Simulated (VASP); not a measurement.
## Ba2Os: density of states with optB86b-vdW+U

Ba2Os:

```xyz
3
Lattice="3.1931 -3.8447 0.0000 3.1931 3.8447 0.0000 0.0000 0.0000 4.4341" Properties=species:S:1:pos:R:3 pbc="T T T"
Ba    1.5965    1.9224    0.0000
Ba    1.5965   -1.9224    0.0000
Os    0.0000    0.0000    0.0000
```

The cell was built by a generator and needn't be a form met in nature.

```yaml
Program: VASP 6.6.1
Task: density of states
Functional: optB86b-vdW
Potentials_or_basis: VASP PAW PBE potentials, release 64 (Ba_sv, Os)
Cutoff: 520 eV
k_mesh: 6 × 6 × 6
Occupations: methfessel-paxton, width 0.2 eV
Spin: no spin polarisation
Hubbard_terms: Os d U = 4.5 eV
k_mesh_for_the_DOS: 9 × 9 × 9
Occupations_for_the_DOS: tetrahedron
Further_INCAR_settings: ALGO = Normal; EDIFF = 1e-07
```

The valence electrons inside the program's atomic spheres are Ba 8.54; Os 8.72.

Levels at points of the mesh, in eV from the Fermi level:
```
           k point  band 10  band 11  band 12  band 13  band 14  band 15  band 16  band 17  band 18
(0.00, 0.00, 0.00)    -3.79    -3.60    -3.14    -3.03    -2.67    -1.01     1.58     2.68     2.86
```

States per cell in windows of 1 eV (zero at the Fermi level; states under -8 eV left out):
```tsv
from (eV)	total	Os3_d	Ba1_d	Ba2_d	Os3_s	Os3_p	Ba1_p
-8.0	0.00	0.00	0.00	0.00	0.00	0.00	0.00
-7.0	0.00	0.00	0.00	0.00	0.00	0.00	0.00
-6.0	0.00	0.00	0.00	0.00	0.00	0.00	0.00
-5.0	0.57	0.40	0.07	0.07	0.00	0.00	0.01
-4.0	3.56	2.71	0.36	0.36	0.08	0.01	0.03
-3.0	3.79	2.69	0.23	0.23	0.16	0.04	0.05
-2.0	1.80	0.90	0.12	0.12	0.13	0.04	0.03
-1.0	2.18	0.52	0.21	0.21	0.11	0.06	0.04
0.0	2.57	0.47	0.29	0.29	0.10	0.11	0.05
1.0	3.34	0.38	0.51	0.51	0.09	0.12	0.06
2.0	1.94	0.15	0.34	0.34	0.06	0.08	0.03
3.0	0.23	0.02	0.04	0.04	0.00	0.01	0.00
4.0	0.00	0.00	0.00	0.00	0.00	0.00	0.00
```

Eigenvalues of the final occupation matrices:
```tsv
site	spin	trace	eigenvalues
site 3 d	1	3.97	0.58 0.81 0.84 0.85 0.88
site 3 d	2	3.97	0.58 0.81 0.84 0.85 0.88
```

Run time: 4.6 min on 1 thread of Intel(R) Xeon(R) Platinum 8488C (Sapphire Rapids), with other jobs on the host, peak memory 0.72 GiB.

Caveat: U without spin polarisation on a metal has little footing; the U is typed as a test and isn't derived for this compound. The run has no spin-orbit coupling, so splittings on Ba, Os are missing.
